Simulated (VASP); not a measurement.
Set up this calculation in VASP 6.6.1, as the native input.

- Task: relaxation of cell and atoms
- Functional: PBE
- Potentials or basis: VASP PAW PBE potentials, release 64 (Sn_d)
- Cutoff: 520 eV
- k mesh: 12 × 12 × 12
- Occupations: gaussian, width 0.02 eV
- Spin: no spin polarisation
- Further INCAR settings: ALGO = Normal; EDIFF = 1e-07; IBRION = 2; EDIFFG = -0.002; NSW = 80; ISIF = 3

The structure of Sn lies in POSCAR:

```
Sn                                      
1.0
    0.0000000000      3.3265573005      3.3265573005
    3.3265573005      0.0000000000      3.3265573005
    3.3265573005      3.3265573005     -0.0000000000
  Sn            
     2
Direct
     0.0000000000000000    1.0000000000000000    0.0000000000000000
     0.2500000000000000    0.2500000000000000    0.2500000000000000
```

This isn't the form of Sn at room conditions, which is tetragonal (white tin).

One way to write it, as run:

INCAR

```
SYSTEM = Sn
ALGO = Normal ; EDIFF = 1E-7
EDIFFG = -0.002 ; ENCUT = 520
GGA = PE ; IBRION = 2
ISIF = 3 ; ISMEAR = 0
LASPH = .True. ; LCHARG = .False.
LREAL = .False. ; LWAVE = .False.
NELM = 100 ; NSW = 80
PREC = Accurate ; SIGMA = 0.02
```

KPOINTS

```
k-points
0
Gamma
  12 12 12
  0 0 0
```

Potentials or basis: VASP PAW PBE potentials, release 64 (Sn_d).

Command:

```bash
$ cat potpaw_PBE.64/Sn_d/POTCAR > POTCAR
$ mpirun -np 1 vasp_std > vasp.out
```

It gave:

```
Relaxed volume                         : 36.80 Å³/atom
Relaxed cell                           : a = 4.704 Å, b = 4.704 Å, c = 4.704 Å, α = 60.00°, β = 60.00°, γ = 60.00°
Space group after relaxing (to 0.05 Å) : Fd-3m (No. 227)
Energy gained by relaxing              : 0.0 meV/atom
Ionic steps                            : 2
Pressure after relaxing                : 0.0 GPa
Band gap on the k mesh                 : none (metal or under the smearing width)
```

Wall time 87 s on 1 thread of Intel(R) Xeon(R) Platinum 8488C (Sapphire Rapids), on a shared host, peak memory 0.25 GiB.
